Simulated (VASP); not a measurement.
Level of theory: PBE GGA, VASP's PBE PAW potentials (set 64) (plane waves; VASP).

Input for VASP

POSCAR:
```
Sn
1.0
 -2.9150000000   2.9150000000   1.5900000000
  2.9150000000  -2.9150000000   1.5900000000
  2.9150000000   2.9150000000  -1.5900000000
Sn
2
direct
  0.2500000000   0.7500000000   0.5000000000
  0.0000000000   0.0000000000   0.0000000000
```

KPOINTS:
```
Automatic
0
G
8 8 8
0 0 0
```

**INCAR**
```
! general
SYSTEM   =  Sn
PREC     =  Accurate
ENCUT    =  300
LREAL    =  .FALSE.
LASPH    =  .TRUE.

! electronic loop
EDIFF    =  1E-6
NELM     =  100
ALGO     =  Normal
LMAXMIX  =  4

! smearing
ISMEAR   =  0
SIGMA    =  0.1

! functional
GGA      =  PE

! ions
ISIF     =  2

! output
LWAVE    =  .FALSE.
LCHARG   =  .FALSE.
```

POTCAR, in this order: Sn_d (PBE.64 set). Program: vasp_std.

Problem. What will the output report for the number of irreducible k-points (NKPTS), largest plane-wave count, number of space-group operations, FFT grid (NGX, NGY, NGZ)?

Solution. 
```
Quantity                                      Result
--------------------------------------  ------------
number of irreducible k-points (NKPTS)            59
largest plane-wave count                         660
number of space-group operations                  16
FFT grid (NGX, NGY, NGZ)                28 × 28 × 28
```

The structure is a typed Sn crystal (I4_1/amd). The cell was not relaxed at this level.
